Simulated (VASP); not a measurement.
Level of theory: PBE GGA, VASP's PBE PAW potentials (set 64) (plane waves; VASP 6.6.1).

VASP ran on this input.

### KPOINTS
```
Automatic mesh
0
gamma
16 16 9
```

File POSCAR:
```
Zr
10.0432720
  0.3131372923   0.0000000000   0.0000000000
 -0.1565686959   0.2711848290   0.0000000000
  0.0000000000   0.0000000000   0.5000000000
Zr
2
Cart
 -0.0000001898   0.1807899764   0.1250000000
  0.1565687861   0.0903948526   0.3750000000
```

### INCAR
```
! general
SYSTEM  = Zr
PREC    = Accurate
ENCUT   = 300
LREAL   = .False.
LASPH   = .True.

! electronic loop
EDIFF   = 1E-6
NELM    = 100
ALGO    = Normal
LMAXMIX = 4

! smearing
ISMEAR  = 0
SIGMA   = 0.136

! functional
GGA     = PE

! ions
ISIF    = 2

! output
LWAVE   = .False.
LCHARG  = .False.
```

POTCAR, in this order: Zr_sv (PBE.64 set). Program: vasp_std.

What VASP printed:

**OSZICAR**
```
       N       E                     dE             d eps       ncg     rms          rms(c)
DAV:   1     0.144645361629E+03    0.14465E+03   -0.10620E+04  4920   0.102E+03
DAV:   2    -0.628535958799E+01   -0.15093E+03   -0.14968E+03  6152   0.325E+02
DAV:   3    -0.173892990974E+02   -0.11104E+02   -0.11023E+02  8928   0.598E+01
DAV:   4    -0.175455780458E+02   -0.15628E+00   -0.15625E+00  5400   0.802E+00
DAV:   5    -0.175498188249E+02   -0.42408E-02   -0.42407E-02  7032   0.874E-01    0.165E+01
DAV:   6    -0.170271665295E+02    0.52265E+00   -0.79687E-01  4976   0.806E+00    0.687E+00
DAV:   7    -0.169185780221E+02    0.10859E+00   -0.54785E-01  6496   0.584E+00    0.105E+00
DAV:   8    -0.169224244545E+02   -0.38464E-02   -0.38405E-02  7152   0.163E+00    0.220E-01
DAV:   9    -0.169223099964E+02    0.11446E-03   -0.79630E-04  5536   0.250E-01    0.478E-02
DAV:  10    -0.169222170698E+02    0.92927E-04   -0.30686E-05  7408   0.391E-02    0.135E-02
DAV:  11    -0.169221985780E+02    0.18492E-04   -0.45352E-06  4568   0.209E-02    0.614E-03
DAV:  12    -0.169222003413E+02   -0.17633E-05   -0.44787E-07  3552   0.631E-03    0.158E-03
DAV:  13    -0.169221996820E+02    0.65934E-06   -0.93559E-08  3032   0.200E-03
   1 F= -.16922200E+02 E0= -.16913170E+02  d E =-.180600E-01
```

**OUTCAR**
```
------------------------ aborting loop because EDIFF is reached ----------------------------------------
  FORCE on cell =-STRESS in cart. coord.  units (eV):
  Direction    XX          YY          ZZ          XY          YZ          ZX
  --------------------------------------------------------------------------------------
  Total        2.1546533      2.1546530      2.4678608     -0.0000004      0.0000000      0.0000000
  in kB       80.2586995     80.2586871     91.9253697     -0.0000147      0.0000000      0.0000000
  external PRESSURE =      84.1475855 kB  Pullay stress =       0.0000000 kB
  volume of cell :       43.01
      direct lattice vectors                 reciprocal lattice vectors
     3.144923000  0.000000000  0.000000000     0.317972809  0.183581759  0.000000000
    -1.572462000  2.723583000  0.000000000     0.000000000  0.367163402  0.000000000
     0.000000000  0.000000000  5.021636000     0.000000000  0.000000000  0.199138289
 POSITION                                       TOTAL-FORCE (eV/Angst)
 -----------------------------------------------------------------------------------
     -0.00000      1.81572      1.25541        -0.000000      0.000000      0.000000
      1.57246      0.90786      3.76623         0.000000     -0.000000      0.000000
 -----------------------------------------------------------------------------------
    total drift:                               -0.000892      0.000660     -0.000019
  FREE ENERGIE OF THE ION-ELECTRON SYSTEM (eV)
  ---------------------------------------------------
  free  energy   TOTEN  =       -16.9221996820 eV

  energy  without entropy=      -16.9041397077  energy(sigma->0) =      -16.91316969
```
(Selected blocks of OUTCAR.)

At this cut-off the stress carries a Pulay error, which pulls relaxed volumes low.

The structure comes from a computed database's Zr entry (P6_3/mmc); how it stands against other phases isn't given here. The cell was not relaxed at this level, and its volume differs by -5.9 % from the start's.
